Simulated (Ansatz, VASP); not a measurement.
# SnO2 (Cassiterite) in two plane-wave programs, part 3 of 3

Aim: how closely do two programs agree when they are given the same cell, functional and k mesh?

VASP 6.6.1 and Ansatz 0.2.0.

So far. Step 2 (VASP: band structure, r2SCAN): At this level the cell is under a pressure of 4.4 GPa, so at these settings it is away from equilibrium. Step 6 (VASP: band structure, BLYP): At this level the cell is under a pressure of 17.8 GPa, so at these settings it is away from equilibrium.

### 11. VASP: band structure, B3LYP with an exact-exchange share of 0.2

Level of this step: B3LYP; plane waves and PAW (Sn_d, O) (VASP).

The same cell, functional (in two slightly different forms), mesh and smearing now go to VASP, with its own data sets and cutoff.

The run reads the wave functions of an earlier VASP run, which isn't shown here.

INCAR reads:

```
SYSTEM = SnO2
PREC = Accurate
ENCUT = 520
EDIFF = 1E-06
NELM = 100
ISMEAR = 0
SIGMA = 0.02
LREAL = .FALSE.
ALGO = Normal
LHFCALC = .TRUE.
AEXX = 0.2
GGA = B3
AGGAX = 0.72
AGGAC = 0.81
ALDAC = 0.19
LASPH = .TRUE.
NBANDS = 32
PRECFOCK = Fast
HFRCUT = -1
LORBIT = 11
LWAVE = .FALSE.
LCHARG = .FALSE.
KPAR = 4
```

POSCAR reads:

```
SnO2
1.0
    4.7380000000      0.0000000000      0.0000000000
    0.0000000000      4.7380000000      0.0000000000
    0.0000000000      0.0000000000      3.1865000000
Sn O
2 4
Direct
    0.0000000000      0.0000000000      0.0000000000
    0.5000000000      0.5000000000      0.5000000000
    0.3071000000      0.3071000000      0.0000000000
    0.1929000000      0.8071000000      0.5000000000
    0.6929000000      0.6929000000      0.0000000000
    0.8071000000      0.1929000000      0.5000000000
```

KPOINTS reads:

```
Automatic mesh
0
Gamma
3 3 4
0 0 0
```

KPOINTS_OPT reads:

```
Line mode
6
Line-mode
Reciprocal
  0.00000000   0.00000000   0.00000000 GAMMA
  0.00000000   0.50000000   0.00000000 X

  0.00000000   0.50000000   0.00000000 X
  0.50000000   0.50000000   0.00000000 M

  0.50000000   0.50000000   0.00000000 M
  0.00000000   0.00000000   0.00000000 GAMMA

  0.00000000   0.00000000   0.00000000 GAMMA
  0.00000000   0.00000000   0.50000000 Z

  0.00000000   0.00000000   0.50000000 Z
  0.00000000   0.50000000   0.50000000 R

  0.00000000   0.50000000   0.50000000 R
  0.50000000   0.50000000   0.50000000 A

  0.50000000   0.50000000   0.50000000 A
  0.00000000   0.00000000   0.50000000 Z

  0.00000000   0.50000000   0.00000000 X
  0.00000000   0.50000000   0.50000000 R

  0.50000000   0.50000000   0.00000000 M
  0.50000000   0.50000000   0.50000000 A
```

Potentials, in the order of the species: Sn_d and O (PBE family, release 64).

Run with:

```sh
> mpirun -np 8 vasp_std
```

Numbers of over 12 decimals in the logs are rounded to 6 here.

Log:

```text
[banner, memory and clock lines left out]
running    8 mpi-ranks, on    1 nodes
[...]
|                                                                             |
|           W    W    AA    RRRRR   N    N  II  N    N   GGGG   !!!           |
|           W    W   A  A   R    R  NN   N  II  NN   N  G    G  !!!           |
|           W    W  A    A  R    R  N N  N  II  N N  N  G       !!!           |
|           W WW W  AAAAAA  RRRRR   N  N N  II  N  N N  G  GGG   !            |
|           WW  WW  A    A  R   R   N   NN  II  N   NN  G    G                |
|           W    W  A    A  R    R  N    N  II  N    N   GGGG   !!!           |
|                                                                             |
|     For optimal performance we recommend to set                             |
|       NCORE = 2 up to number-of-cores-per-socket                            |
|     NCORE specifies how many cores store one orbital (NPAR=cpu/NCORE).      |
|     This setting can greatly improve the performance of VASP for DFT.       |
[...]
DAV:   9    -0.458375389310E+02    0.10534E-06   -0.19074E-06   480   0.134E-02
   1 F= -.45837539E+02 E0= -.45837539E+02  d E =-.436923E-26
 Start KPOINTS_OPT (optional k-point list driver)
k-point batch [1-9\54]
       N       E                     dE             ncg
DAV:   1     0.350338482093E+04   -0.17398E+04      624
DAV:   2    -0.231232422568E+04   -0.58157E+04      632
DAV:   3    -0.332423277178E+04   -0.10119E+04      640
DAV:   4    -0.338585111800E+04   -0.61618E+02      696
[...]
DAV:   8    -0.338778709343E+04   -0.55450E-04      704
DAV:   9    -0.338778709518E+04   -0.17474E-05      488
DAV:  10    -0.338778709534E+04   -0.16836E-06      488
[...]
k-point batch [46-54\54]
       N       E                     dE             ncg
DAV:   1     0.317978791031E+04   -0.12290E+05      656
DAV:   2    -0.244906275029E+04   -0.56289E+04      648
DAV:   3    -0.340497747921E+04   -0.95591E+03      664
DAV:   4    -0.345850526496E+04   -0.53528E+02      688
DAV:   5    -0.346026956636E+04   -0.17643E+01      760
DAV:   6    -0.346033270457E+04   -0.63138E-01      824
DAV:   7    -0.346033503289E+04   -0.23283E-02      840
DAV:   8    -0.346033507311E+04   -0.40222E-04      792
DAV:   9    -0.346033507352E+04   -0.40662E-06      496
```

Parts of OUTCAR (step 11):

```text
 POSITION                                       TOTAL-FORCE (eV/Angst)
 -----------------------------------------------------------------------------------
      0.00000      0.00000      0.00000        -0.000000     -0.000000     -0.000000
      2.36900      2.36900      1.59325        -0.000000     -0.000000     -0.000000
      1.45504      1.45504      0.00000        -0.202675     -0.202675     -0.000000
      0.91396      3.82404      1.59325         0.202675     -0.202675     -0.000000
      3.28296      3.28296      0.00000         0.202675      0.202675      0.000000
      3.82404      0.91396      1.59325        -0.202675      0.202675      0.000000
 -----------------------------------------------------------------------------------
    total drift:                                0.000006     -0.000001      0.000004

  FREE ENERGIE OF THE ION-ELECTRON SYSTEM (eV)
  ---------------------------------------------------
  free  energy   TOTEN  =       -45.8375389310 eV

  energy  without entropy=      -45.8375389310  energy(sigma->0) =      -45.83753893

[... 1 part as in an earlier step ...]

[... 2 further parts left out ...]
[key lines of the parts left out:]
E-fermi :   5.0031
```

The k-mesh is coarse for unscreened exact exchange, which converges slowly with it.

### 12. Comparison

What differs besides the data sets and the points named for the pairs above, as far as they apply: exact exchange at q = 0 is treated differently, which shows on coarse meshes; VASP takes a coarser grid for exact exchange (PRECFOCK = Fast). Total energies have different zeros and are not compared.

Both answers:

| quantity | Ansatz | VASP | difference |
| --- | --- | --- | --- |
| gap over the path points (eV) | 3.300 | 3.343 | -0.042 |

Forces (eV/Å; atoms numbered as in POSCAR):

| atom | Ansatz x, y, z | VASP x, y, z |
| --- | --- | --- |
| Sn1 | 0.000, 0.000, 0.000 | 0.000, 0.000, 0.000 |
| Sn2 | 0.000, 0.000, 0.000 | 0.000, 0.000, 0.000 |
| O3 | -0.181, -0.181, 0.000 | -0.203, -0.203, 0.000 |
| O4 | 0.181, -0.181, 0.000 | 0.203, -0.203, 0.000 |
| O5 | 0.181, 0.181, 0.000 | 0.203, 0.203, 0.000 |
| O6 | -0.181, 0.181, 0.000 | -0.203, 0.203, 0.000 |

Levels at points of the path, from each program's valence-band top (eV; 4 filled, then empty):

| k (reciprocal lattice) | Ansatz | VASP |
| --- | --- | --- |
| 0.000 0.000 0.000 | -1.03 -0.71 -0.71 0.00 3.30 8.41 8.61 | -1.04 -0.71 -0.71 0.00 3.34 8.44 8.61 |
| 0.000 0.400 0.000 | -0.99 -0.97 -0.63 -0.52 5.80 7.24 9.20 | -1.00 -0.99 -0.64 -0.52 5.84 7.28 9.21 |
| 0.300 0.500 0.000 | -1.06 -1.06 -0.83 -0.83 6.87 6.87 9.65 | -1.08 -1.08 -0.83 -0.83 6.90 6.90 9.66 |
| 0.300 0.300 0.000 | -1.08 -1.00 -0.84 -0.63 5.91 7.46 9.40 | -1.10 -1.02 -0.84 -0.63 5.94 7.49 9.42 |
| 0.000 0.000 0.100 | -1.45 -0.66 -0.66 -0.09 3.93 8.65 9.05 | -1.46 -0.67 -0.67 -0.09 3.96 8.66 9.05 |
| 0.000 0.000 0.500 | -1.73 -1.73 -1.31 -1.31 8.53 8.53 12.22 | -1.73 -1.73 -1.32 -1.32 8.56 8.56 12.23 |
| 0.000 0.400 0.500 | -1.19 -1.19 -0.62 -0.62 8.77 8.77 10.59 | -1.19 -1.19 -0.62 -0.62 8.80 8.80 10.60 |
| 0.300 0.500 0.500 | -1.02 -1.02 -0.97 -0.97 7.56 7.56 11.15 | -1.02 -1.02 -0.97 -0.97 7.58 7.58 11.16 |
| 0.300 0.300 0.500 | -1.18 -1.18 -1.03 -0.73 7.73 8.11 10.58 | -1.18 -1.18 -1.03 -0.73 7.75 8.13 10.59 |
| 0.000 0.500 0.100 | -1.16 -1.16 -0.64 -0.64 6.85 6.85 9.74 | -1.17 -1.17 -0.65 -0.65 6.88 6.88 9.74 |

The forces differ by 14 meV/Å r.m.s., which is 10.5 % of the r.m.s. force of 0.14 eV/Å (both taken over all components). Among the levels compared at these points, filled levels agree within 20 meV and empty ones within 42 meV.

### 13. Further runs

Further runs change the set-up of one program: Ansatz's method, potentials or start, or VASP's data sets, cutoff or form of LDA. The table gives Ansatz less VASP for each quantity, since a change that brings one quantity closer may part another.

| run | r.m.s. force difference (meV/Å) | gap over the path points (eV) |
| --- | --- | --- |
| as above | 14 | -0.042 |
| cores kept as stored | 14 | -0.041 |
| Ansatz's larger PAW set (cutoff 900 eV) | 14 | -0.035 |
| norm-conserving potentials (cutoff 1240 eV) | 13 | -0.066 |

### 14. Summary of results

```json
{
 "r.m.s. force difference (band structure, r2SCAN)": "16 meV/Å",
 "difference in pressure (band structure, r2SCAN)": "-1.1 GPa",
 "r.m.s. force difference (band structure, BLYP)": "13 meV/Å",
 "difference in pressure (band structure, BLYP)": "-1.2 GPa",
 "r.m.s. force difference (band structure, B3LYP with an exact-exchange share of 0.2)": "14 meV/Å",
 "difference in gap over the path points (band structure, B3LYP with an exact-exchange share of 0.2)": "-0.042 eV"
}
```

**Reading.** The r.m.s. force difference is 16 meV/Å (band structure, r2SCAN), beyond the 12 meV/Å picked in this series as the mark of a large difference. By the marks of this series, far apart in the band structure, r2SCAN pair: the r.m.s. force difference, 16 meV/Å and the difference in pressure, -1.1 GPa. Band structure, r2SCAN, norm-conserving potentials (cutoff 1290 eV): the difference in gap over the path points goes from -0.028 to -0.055 eV. By the marks of this series, far apart in the band structure, BLYP pair: the r.m.s. force difference, 13 meV/Å and the difference in pressure, -1.2 GPa. Band structure, BLYP, Ansatz's larger PAW set (cutoff 900 eV): the difference in pressure without Ansatz's Pulay correction goes from -2.3 to -1.1 GPa. Band structure, BLYP, norm-conserving potentials (cutoff 1240 eV): r.m.s. force difference goes from 13 to 9.2 meV/Å; the difference in pressure goes from -1.2 to -0.35 GPa; the difference in gap over the path points goes from -0.033 to -0.091 eV; the difference in pressure without Ansatz's Pulay correction goes from -2.3 to -0.42 GPa. 1 further run of this series is not shown here. Such differences can come from data sets, numerical settings and the points named under the comparisons, not from the functional's error against experiment.

[Lines on the potential files, build, host, timing and source positions are cut from VASP's logs without a mark.]

[Logs are printed without paths, hosts, clocks, repeated set-up lines and the standing remarks that a program may print on its own settings, such as how far it seeks lower states.]

[Hosts, paths, dates, database ids (printed as entryN), source tags and the programs' standing remarks are cut or masked in the printed files.]
